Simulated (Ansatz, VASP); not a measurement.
# EuDy in two plane-wave programs

One calculation is typed for both programs; each brings its own data sets and cutoff. How far apart do they land? The cell is invented: As first built, before any earlier steps moved the atoms: it takes the DyHg structure with some of its atoms replaced by other elements, volume scaled by an estimate. It may not be a known or stable phase. The cell comes out of the VASP series on this material, whose earlier steps may have relaxed, scaled or displaced it; both programs get it as it stands.

Program: Ansatz 0.2.0. Level of theory: plane waves, with VASP 6.6.1 beside it; relaxation of cell and atoms at PBE with D4. Results are calculated unless marked as measured.

In doubt: a part-filled 4f shell, where there is one, can sit in one of many states, so energies may not be the lowest and differences between runs may mislead; derivatives with an open 4f shell can jump between states, which bears on forces and vibrations.

## (1) The starting structure

It takes space group Pm-3m (No. 221, cubic). The conventional cell has a = 4.104 Å, b = 4.104 Å, c = 4.104 Å, α = 90.00°, β = 90.00°, γ = 90.00°. Nearest to Dy lie 8 Eu at 3.55 Å. Eu has 8 Dy at 3.55 Å nearest. As first built, before any earlier steps moved the atoms: sites of the DyHg structure (space group 221) filled with other elements, volume scaled by an estimate. Farther neighbours are not listed.

As a file:

```xyz
2
Lattice="4.1036 0.0000 0.0000 0.0000 4.1036 0.0000 0.0000 0.0000 4.1036" Properties=species:S:1:pos:R:3 pbc="T T T"
Dy    0.0000    0.0000    0.0000
Eu    2.0518    2.0518    2.0518
```

## (2) VASP: relaxation of cell and atoms, PBE with D4

The relaxed volume is the usual yardstick between codes: its relative difference is about their pressure difference at one cell divided by the bulk modulus.

Lines of VASP's logs that name or quote its potential files are left out, and so is its time.

Input file INCAR:

```
SYSTEM = EuDy
PREC = Accurate
ENCUT = 450
EDIFF = 1E-06
NELM = 100
ISMEAR = -1
SIGMA = 0.05
LREAL = .FALSE.
ALGO = Normal
GGA = PE
IVDW = 13
ISPIN = 2
MAGMOM = 5 -7
LMAXMIX = 6
LORBIT = 11
LWAVE = .FALSE.
LCHARG = .FALSE.
IBRION = 2
NSW = 60
ISIF = 3
EDIFFG = -0.01
```

Input file POSCAR:

```
EuDy
1.0
    4.1036355803      0.0000000000      0.0000000000
    0.0000000000      4.1036355803      0.0000000000
    0.0000000000      0.0000000000      4.1036355803
Dy Eu
1 1
Direct
    0.0000000000      0.0000000000      0.0000000000
    0.5000000000      0.5000000000      0.5000000000
```

Input file KPOINTS:

```
Automatic mesh
0
Gamma
6 6 6
0 0 0
```

PAW data sets: Dy and Eu (PBE family, release 64).

Run with:

```console
$ mpirun -np 1 vasp_std
```

Numbers of over 12 decimals in the logs are rounded to 6 here.

The program printed:

```text
[banner, memory and clock lines left out]
running    1 mpi-ranks, on    1 nodes
 distrk:  each k-point on    1 cores,    1 groups
 distr:  one band on    1 cores,    1 groups

 POSCAR found type information on POSCAR DyEu
 POSCAR found :  2 types and       2 ions
 LDA part: xc-table for (Slater+PW92), standard interpolation
 POSCAR, INCAR and KPOINTS ok, starting setup
 FFT: planning ... GRIDC
 FFT: planning ... GRID_SOFT
 FFT: planning ... GRID
 WAVECAR not read
 entering main loop
       N       E                     dE             d eps       ncg     rms          rms(c)
DAV:   1     0.269968087359E+03    0.26997E+03   -0.11822E+04  2288   0.679E+03
DAV:   2     0.443489667272E+02   -0.22562E+03   -0.21743E+03  2687   0.446E+02
DAV:   3    -0.672437642463E+01   -0.51073E+02   -0.49797E+02  3179   0.268E+02
DAV:   4    -0.146315158910E+02   -0.79071E+01   -0.76856E+01  3600   0.851E+01
DAV:   5    -0.160125471418E+02   -0.13810E+01   -0.13575E+01  3443   0.323E+01    0.478E+01
DAV:   6    -0.808416670529E+02   -0.64829E+02   -0.57263E+02  2142   0.395E+02    0.469E+02
DAV:   7    -0.725543185263E+02    0.82873E+01   -0.52084E+01  3416   0.829E+01    0.533E+02
DAV:   8    -0.704229433671E+02    0.21314E+01   -0.69160E+00  3145   0.178E+01    0.448E+02
DAV:   9    -0.346135908888E+02    0.35809E+02   -0.11898E+02  3020   0.925E+01    0.589E+02
DAV:  10    -0.367418688959E+02   -0.21283E+01   -0.12173E+01  3314   0.240E+01    0.399E+02
DAV:  11    -0.172845932227E+02    0.19457E+02   -0.46599E+01  2586   0.158E+02    0.267E+02
DAV:  12    -0.186273065100E+02   -0.13427E+01   -0.17781E+01  3509   0.410E+01    0.630E+01
DAV:  13    -0.187408943198E+02   -0.11359E+00   -0.64283E+00  3408   0.234E+01    0.209E+01
DAV:  14    -0.187482837717E+02   -0.73895E-02   -0.23434E+00  3456   0.213E+01    0.159E+01
[...]
DAV:  41    -0.189234815141E+02    0.71316E-04   -0.71372E-05  3036   0.143E-01    0.326E+00
DAV:  42    -0.189234655194E+02    0.15995E-04   -0.49206E-05  2628   0.759E-02    0.310E+00
DAV:  43    -0.189234667111E+02   -0.11917E-05   -0.20223E-05  2101   0.395E-02    0.315E+00
DAV:  44    -0.189234713129E+02   -0.46018E-05   -0.11561E-05  1865   0.218E-02    0.318E+00
DAV:  45    -0.189234688057E+02    0.25072E-05   -0.79440E-06  1707   0.215E-02    0.315E+00
DAV:  46    -0.189234172492E+02    0.51556E-04   -0.16584E-05  2545   0.879E-02    0.285E+00
DAV:  47    -0.189233342484E+02    0.83001E-04   -0.45856E-05  2809   0.165E-01    0.226E+00
DAV:  48    -0.189232637264E+02    0.70522E-04   -0.67032E-05  3148   0.124E-01    0.180E+00
[...]
DAV:   9    -0.189223792962E+02    0.53488E-06   -0.50673E-06  1731   0.339E-02
   6 F= -.19377084E+02 E0= -.19342621E+02  d E =-.121764E-03  mag=    -2.4049
[...]
7 F= -.19377092E+02 E0= -.19342630E+02  d E =-.129211E-03  mag=    -2.4039
[...]
8 F= -.19377096E+02 E0= -.19342636E+02  d E =-.133136E-03  mag=    -2.4039
[...]
9 F= -.19377151E+02 E0= -.19342702E+02  d E =-.556727E-04  mag=    -2.4028
[...]
10 F= -.19377183E+02 E0= -.19342801E+02  d E =-.872591E-04  mag=    -2.3972
 curvature:  -0.69 expect dE=-0.241E-03 dE for cont linesearch -0.241E-03
 ZBRENT: interpolating
 opt :   0.7359  next Energy=   -19.377171 (dE=-0.751E-04)
 bond charge predicted
       N       E                     dE             d eps       ncg     rms          rms(c)
DAV:   1    -0.189444083637E+02   -0.24248E-01   -0.95441E-02  3178   0.463E+00    0.346E+00
DAV:   2    -0.201706759233E+02   -0.12263E+01   -0.74762E+00  2642   0.493E+01    0.367E+01
DAV:   3    -0.189084350506E+02    0.12622E+01   -0.50990E+00  2946   0.349E+01    0.351E+00
DAV:   4    -0.189157584083E+02   -0.73234E-02   -0.22724E-01  3270   0.112E+01    0.216E+00
DAV:   5    -0.189167023336E+02   -0.94393E-03   -0.10958E-01  3317   0.441E+00    0.118E+00
DAV:   6    -0.189209656797E+02   -0.42633E-02   -0.39970E-02  3328   0.697E-01    0.913E-01
DAV:   7    -0.189209419098E+02    0.23770E-04   -0.58870E-03  3413   0.105E+00    0.648E-01
DAV:   8    -0.189211085129E+02   -0.16660E-03   -0.15831E-03  3488   0.197E-01    0.509E-01
DAV:   9    -0.189211984311E+02   -0.89918E-04   -0.67697E-04  3308   0.200E-01    0.454E-01
DAV:  10    -0.189211525683E+02    0.45863E-04   -0.39672E-04  3505   0.375E-01    0.321E-01
DAV:  11    -0.189211625782E+02   -0.10010E-04   -0.24066E-04  3564   0.160E-01    0.228E-01
DAV:  12    -0.189211747219E+02   -0.12144E-04   -0.73392E-05  3051   0.585E-02    0.205E-01
DAV:  13    -0.189211734796E+02    0.12423E-05   -0.26981E-05  2223   0.325E-02    0.237E-01
DAV:  14    -0.189211812730E+02   -0.77934E-05   -0.16846E-05  2351   0.513E-02    0.121E-01
DAV:  15    -0.189211825843E+02   -0.13113E-05   -0.11966E-05  1964   0.318E-02    0.838E-02
DAV:  16    -0.189211833068E+02   -0.72247E-06   -0.77587E-06  1784   0.389E-02
  11 F= -.19377170E+02 E0= -.19342763E+02  d E =-.745101E-04  mag=    -2.4007
 curvature:  -0.06 expect dE=-0.202E-06 dE for cont linesearch -0.202E-06
 trial: gam= 0.00000 g(F)=  0.351E-63 g(S)=  0.362E-05 ort =-0.252E-04 (trialstep = 0.481E+00)
 search vector abs. value=  0.362E-05
 reached required accuracy - stopping structural energy minimisation
```

From OUTCAR (step 2):

```text
ion  position               nearest neighbor table
   1  0.000  0.000  0.000-   2 3.55   2 3.55   2 3.55   2 3.55   2 3.55   2 3.55   2 3.55   2 3.55

  LATTYP: Found a simple cubic cell.
 ALAT       =     4.1036355803

 Subroutine GETGRP returns: Found 48 space group operations
 (whereof 48 operations were pure point group operations)

The static configuration has the point symmetry O_h .

 Found     20 irreducible k-points:

   k-points           NKPTS =     20   k-points in BZ     NKDIM =     20   number of bands    NBANDS=     23

   dimension x,y,z NGX =    28 NGY =   28 NGZ =   28
   dimension x,y,z NGXF=    56 NGYF=   56 NGZF=   56

   ENCUT  =  450.0 eV  33.07 Ry    5.75 a.u.   7.10  7.10  7.10*2*pi/ulx,y,z

   NELECT =      37.0000    total number of electrons

 k-points in reciprocal lattice and weights: Automatic mesh
   0.00000000  0.00000000  0.00000000       0.005
   0.16666667  0.00000000  0.00000000       0.028
   0.33333333  0.00000000  0.00000000       0.028
   0.50000000  0.00000000  0.00000000       0.014
   0.16666667  0.16666667  0.00000000       0.056
   0.33333333  0.16666667  0.00000000       0.111
   0.50000000  0.16666667  0.00000000       0.056
   0.33333333  0.33333333  0.00000000       0.056
   0.50000000  0.33333333  0.00000000       0.056
[...]
0.50000000  0.50000000  0.33333333       0.028
   0.50000000  0.50000000  0.50000000       0.005

 average (electrostatic) potential at core
       1 -39.8662       2 -40.3598

 E-fermi :   2.6663

 spin component 1
 k-point     1 :       0.0000    0.0000    0.0000
  band No.  band energies     occupation
    ...
     14      -0.3514      1.00000
     15      -0.3514      1.00000
     16      -0.3514      1.00000
     17       1.5622      1.00000
     18       1.5622      1.00000
     19       5.0890      0.00000
     20       5.0890      0.00000
     21       5.0890      0.00000
     22       6.8344      0.00000
     23       6.8345      0.00000

 k-point     2 :       0.1667    0.0000    0.0000
  band No.  band energies     occupation
    ...
     14      -0.3618      1.00000
     15      -0.3483      1.00000
     16      -0.3483      1.00000
     17       1.7776      1.00000
     18       1.8011      1.00000
     19       4.9475      0.00000
     20       4.9475      0.00000
     21       5.2306      0.00000
     22       6.2260      0.00000
     23       6.6637      0.00000

 k-point     3 :       0.3333    0.0000    0.0000
  band No.  band energies     occupation
    ...
     14      -0.3414      1.00000
     15      -0.3414      1.00000
     16      -0.2974      1.00000
     17       1.9608      1.00000
     18       2.3815      0.99665
     19       4.7723      0.00000
     20       4.7723      0.00000
     21       4.9569      0.00000
     22       5.5708      0.00000
     23       6.0213      0.00000

 k-point     4 :       0.5000    0.0000    0.0000
  band No.  band energies     occupation
    ...
     13      -0.3875      1.00000
     14      -0.3376      1.00000
     15      -0.3376      1.00000
     16       0.9361      1.00000
     17       1.1961      1.00000
     18       2.9936      0.00143
     19       4.0672      0.00000
     20       4.7534      0.00000
     21       4.7534      0.00000
     22       5.6071      0.00000
    ...

 k-point     5 :       0.1667    0.1667    0.0000
  band No.  band energies     occupation
    ...
     14      -0.3603      1.00000
     15      -0.3521      1.00000
     16      -0.3449      1.00000
     17       1.9312      1.00000
     18       2.0722      0.99999
     19       4.5504      0.00000
     20       4.5924      0.00000
     21       5.4847      0.00000
     22       5.8489      0.00000
     23       6.4701      0.00000

 k-point     6 :       0.3333    0.1667    0.0000
  band No.  band energies     occupation
    ...
     14      -0.3448      1.00000
     15      -0.3377      1.00000
     16      -0.0420      1.00000
     17       2.0141      1.00000
     18       2.5953      0.80556
     19       4.0824      0.00000
     20       4.2708      0.00000
     21       4.9924      0.00000
     22       5.3492      0.00000
     23       5.9904      0.00000

  DFT-D4 for vdW energy calculation

  Edisp (eV):   -0.45599

  Total       0.00707     0.00707     0.00707    -0.00000     0.00000     0.00000
  in kB       0.16470     0.16470     0.16470    -0.00000     0.00000     0.00000
  external pressure =        0.16 kB  Pullay stress =        0.00 kB

  energy-cutoff  :      450.00
  volume of cell :       68.77
      direct lattice vectors                 reciprocal lattice vectors
     4.097010185 -0.000000000  0.000000000     0.244080428  0.000000000  0.000000000
    -0.000000000  4.097010185 -0.000000000    -0.000000000  0.244080428  0.000000000
    -0.000000000 -0.000000000  4.097010185    -0.000000000  0.000000000  0.244080428

 POSITION                                       TOTAL-FORCE (eV/Angst)
 -----------------------------------------------------------------------------------
      0.00000      0.00000      0.00000         0.000000      0.000000      0.000000
      2.04851      2.04851      2.04851        -0.000000     -0.000000      0.000000
 -----------------------------------------------------------------------------------
    total drift:                                0.000000      0.000000      0.000000

  FREE ENERGIE OF THE ION-ELECTRON SYSTEM (eV)
  ---------------------------------------------------
  free  energy   TOTEN  =       -19.3771700177 eV

  energy  without entropy=      -19.3083564824  energy(sigma->0) =      -19.34276325

 reached required accuracy - stopping structural energy minimisation

 total charge
# of ion       s       p       d       f       tot
--------------------------------------------------
    1        2.168   5.800   0.465   9.310  17.744
    2        2.094   5.696   0.392   6.575  14.758
--------------------------------------------------
tot          4.263  11.497   0.857  15.885  32.501

 magnetization (x)
# of ion       s       p       d       f       tot
--------------------------------------------------
    1        0.016  -0.066   0.041   4.546   4.536
    2       -0.001   0.099  -0.108  -6.563  -6.573
--------------------------------------------------
tot          0.015   0.033  -0.067  -2.017  -2.037

[... 6 further parts left out ...]
```

The magnetic state follows from one typed start and may not be the lowest. Without U or exact exchange the f electrons of Dy and Eu come out too delocalised, which can shrink the cell and pin f bands at the Fermi level. Dispersion corrections of this kind ignore metallic screening and tend to overbind metals.

(Continued in part 2 of 2.)

[Lines on the potential files, build, host, timing and source positions are cut from VASP's logs without a mark.]

[Logs are printed without paths, hosts, clocks, repeated set-up lines and the standing remarks that a program may print on its own settings, such as how far it seeks lower states.]

[Hosts, paths, dates, database ids (printed as entryN), source tags and the programs' standing remarks are cut or masked in the printed files.]
